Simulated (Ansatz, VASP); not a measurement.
# CsLiCr2Te2S3 in VASP and in Ansatz

Contents of INCAR:

```
  ALGO = Normal
  EDIFF = 1E-7
  ENCUT = 520
  GGA = PE
  ISIF = 2
  ISMEAR = -1
  ISPIN = 2
  KPAR = 4
  LASPH = T
  LCHARG = F
  LMAXMIX = 4
  LORBIT = 11
  LREAL = F
  LWAVE = F
  MAGMOM = 0 0 3 3 0 0 0 0 0
  NBANDS = 47
  NELM = 120
  PREC = Accurate
  SIGMA = 0.05
```

Contents of KPOINTS:

```
k-points
0
Gamma
  5 5 4
```

Contents of POSCAR:

```
CsLiCr2Te2S3
1.0
    6.0253704212     -0.0186051039      0.0057314769
   -2.2572943171      5.8513446324      0.0032849945
   -1.3659066249     -2.1642983922      7.4603901733
Cs Li Cr Te S
1 1 2 2 3
Direct
    0.0634800000      0.1017800000      0.9939400000
    0.5702600000      0.5814300000      0.5740300000
    0.0780100000      0.5013800000      0.5799000000
    0.4316200000      0.0297200000      0.5372200000
    0.5445800000      0.7673200000      0.2819800000
    0.0114300000      0.6593200000      0.2990200000
    0.7780000000      0.3713300000      0.7077300000
    0.3940200000      0.8250800000      0.7487500000
    0.1960500000      0.2300900000      0.4864600000
```

input.yaml

```yaml
crystal:
  lattice:
    - [6.0253704212, -0.0186051039, 0.0057314769]
    - [-2.2572943171, 5.8513446324, 0.0032849945]
    - [-1.3659066249, -2.1642983922, 7.4603901733]
  atoms:
    - { symbol: Cs, position: [0.06348, 0.10178, 0.99394] }
    - { symbol: Li, position: [0.57026, 0.58143, 0.57403] }
    - { symbol: Cr, position: [0.07801, 0.50138, 0.5799], spin: 3.0 }
    - { symbol: Cr, position: [0.43162, 0.02972, 0.53722], spin: 3.0 }
    - { symbol: Te, position: [0.54458, 0.76732, 0.28198] }
    - { symbol: Te, position: [0.01143, 0.65932, 0.29902] }
    - { symbol: S, position: [0.778, 0.37133, 0.70773] }
    - { symbol: S, position: [0.39402, 0.82508, 0.74875] }
    - { symbol: S, position: [0.19605, 0.23009, 0.48646] }
hamiltonian:
  xc: pbe
  pseudopotentials: { kind: paw }
magnetization:
  spin_polarized: true
kpoints:
  mp_grid: { grid: [5, 5, 4] }
scf:
  occupations: { method: fermi_dirac, width: 0.05 }
output:
  forces: true
  stress: true
  eigenvalues: true
```

Change from the starting cell: volume scaled by 0.96.

Alike in both runs: task single point; functional PBE; k mesh 5 × 5 × 4; occupations fermi-dirac, width 0.05 eV; collinear spin, ferromagnetic start.

```csv
,VASP,Ansatz
version,VASP 6.6.1,Ansatz 0.2.0
potentials or method,"VASP PAW PBE potentials, release 64 (Cs_sv, Li_sv, Cr_pv, Te, S)",Ansatz PAW
plane-wave cutoff (eV),520,420
valence electrons in the cell,66,90
```

Ansatz gave:

| Quantity | Value |
| --- | --- |
| gap on the k mesh at the Fermi level (eV) | none |
| rms of the force components (eV/Å) | 0.134 |
| net moment per atom (μB) | 0.59 |
| size of the moment on the site where the two differ most (μB) | 2.12 |

Task: Which values does VASP return?

Result: gap on the k mesh at the Fermi level (eV): none; rms of the force components (eV/Å): 0.136; net moment per atom (μB): 0.59; size of the moment on the site where the two differ most (μB): 2.45.

Site moments also hang on the region over which each program counts them. Atom by atom the forces differ by 0.004 eV/Å (rms over components). A gap of «none» marks a metal or a gap that the smearing closes. The two sets of potentials don't hold the same shells in valence.

Caveats: only a ferromagnetic start was run, and an antiferromagnetic order may lie lower in energy. Spin-orbit coupling is left out, which matters for the levels of Cs, Te.
